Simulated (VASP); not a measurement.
The system is HoO.

```
Ho O
1.0
     3.06403    0.00000    0.00000
    -1.53202    2.65353    0.00000
     0.00000    0.00000    2.99034
Ho O
1 1
Direct
  0.00000 0.00000 0.00000
  0.66667 0.33333 0.50000
```

The cell comes from a database or a generator and needn't be the stable form of this composition.

Base run:

* Program: VASP 6.6.1
* Functional: r2SCAN
* Potentials or basis: VASP PAW PBE potentials, release 64 (Ho, O)
* Cutoff: 520 eV
* k mesh: 7 × 7 × 6
* Occupations: gaussian, width 0.05 eV
* Spin: collinear spin, ferromagnetic start
* Starting moments: [4.0, 0.0] μB
* Fixed moment: 2 μB
* Hubbard terms: Ho f U = 2 eV

Its results: pressure 31.6 GPa; net moment 2.00 μB per cell; site moments Ho +2.21; O -0.02 μB.

**Question.** The run is repeated on the same cell with these changes: fixed moment from 2 μB to none; further incar settings from ALGO = Normal; EDIFF = 1e-07 to ALGO = Normal; EDIFF = 1e-07; NBANDS = 24. What comes out?

**Answer.** Pressure 28.2 GPa; net moment 3.71 μB per cell; site moments Ho +3.76; O -0.03 μB.

Caveats: the magnetic or orbital state may not be the lowest; a pressure of tens of GPa on the cell as given is suspect, and the run, the potentials or the cell itself is likely at fault; the PAW data sets were made with another functional, which shifts forces and pressure a little; the moment is held away from its start (some runs); the total moment is fixed, so each spin has its own Fermi level (some runs).
